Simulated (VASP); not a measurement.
A run of VASP 6.6.1:

The input POSCAR:

```
NiMoIrPdW                               
1.0
    2.7656679467     -0.0000053016     -0.0000010183
   -1.3828385647      2.3951304055      0.0000010183
   -0.0000042153      0.0000024337     11.3065185660
  Ni              Mo              Pd              Ir              W             
     1     1     1     1     1
Direct
     0.0000007148176883    0.9999992851823118    0.7094076787477875
     0.6666692090338685    0.3333307909661302    0.2959950408808251
     0.6666694017067089    0.3333305982932909    0.8979775287695990
     0.0000012207196415    0.9999987792803597    0.1048671907666662
     0.6666694537221030    0.3333305462778969    0.5294325608351168
```

INCAR.step1

```
AGGAC = 0.0
ALGO = Normal
EDIFF = 1E-6
ENCUT = 520
GGA = BO
ISIF = 2
ISMEAR = -1
ISPIN = 2
KPAR = 4
LASPH = True
LCHARG = True
LMAXMIX = 4
LORBIT = 11
LREAL = False
LUSE_VDW = True
LWAVE = False
MAGMOM = 1 1 0 0.6 0
NELM = 100
PARAM1 = 0.1833333333
PARAM2 = 0.22
PREC = Accurate
SIGMA = 0.05
```

File KPOINTS.step1:

```
k-points
0
Gamma
  11 11 3
```

Contents of INCAR.step2:

```
AGGAC = 0.0
ALGO = Normal
EDIFF = 1E-6
ENCUT = 520
GGA = BO
ICHARG = 11
ISIF = 2
ISMEAR = 0
ISPIN = 2
KPAR = 4
LASPH = True
LCHARG = False
LMAXMIX = 4
LORBIT = 11
LREAL = False
LUSE_VDW = True
LWAVE = False
MAGMOM = 1 1 0 0.6 0
NELM = 100
PARAM1 = 0.1833333333
PARAM2 = 0.22
PREC = Accurate
SIGMA = 0.05
```

Contents of KPOINTS.step2:

```
path GMKGALHA,LM,KH
10
line-mode
reciprocal
 0.0000000000  0.0000000000  0.0000000000  G
 0.5000000000  0.0000000000  0.0000000000  M

 0.5000000000  0.0000000000  0.0000000000  M
 0.3333333333  0.3333333333  0.0000000000  K

 0.3333333333  0.3333333333  0.0000000000  K
 0.0000000000  0.0000000000  0.0000000000  G

 0.0000000000  0.0000000000  0.0000000000  G
 0.0000000000  0.0000000000  0.5000000000  A

 0.0000000000  0.0000000000  0.5000000000  A
 0.5000000000  0.0000000000  0.5000000000  L

 0.5000000000  0.0000000000  0.5000000000  L
 0.3333333333  0.3333333333  0.5000000000  H

 0.3333333333  0.3333333333  0.5000000000  H
 0.0000000000  0.0000000000  0.5000000000  A

 0.5000000000  0.0000000000  0.5000000000  L
 0.5000000000  0.0000000000  0.0000000000  M

 0.3333333333  0.3333333333  0.0000000000  K
 0.3333333333  0.3333333333  0.5000000000  H
```

Potentials or basis: VASP PAW PBE potentials, release 64 (Ni, Mo_sv, Pd, Ir, W_sv).

Launch:

```sh
$ cat potpaw_PBE.64/Ni/POTCAR potpaw_PBE.64/Mo_sv/POTCAR potpaw_PBE.64/Pd/POTCAR potpaw_PBE.64/Ir/POTCAR potpaw_PBE.64/W_sv/POTCAR > POTCAR
$ cp INCAR.step1 INCAR
$ cp KPOINTS.step1 KPOINTS
$ mpirun -np 4 vasp_std > vasp.out
$ cp INCAR.step2 INCAR
$ cp KPOINTS.step2 KPOINTS
$ mpirun -np 4 vasp_std > vasp.out
```

Hardware: 4 MPI ranks on Intel(R) Xeon(R) 6975P-C (Granite Rapids), with other jobs on the host.

Question: Estimate the wall time of this run.

Answer: It took 3.5 min on 4 MPI ranks on Intel(R) Xeon(R) 6975P-C (Granite Rapids), with other jobs on the host, peak memory 0.83 GiB a rank. Counts: scf iterations 9, k points 90.
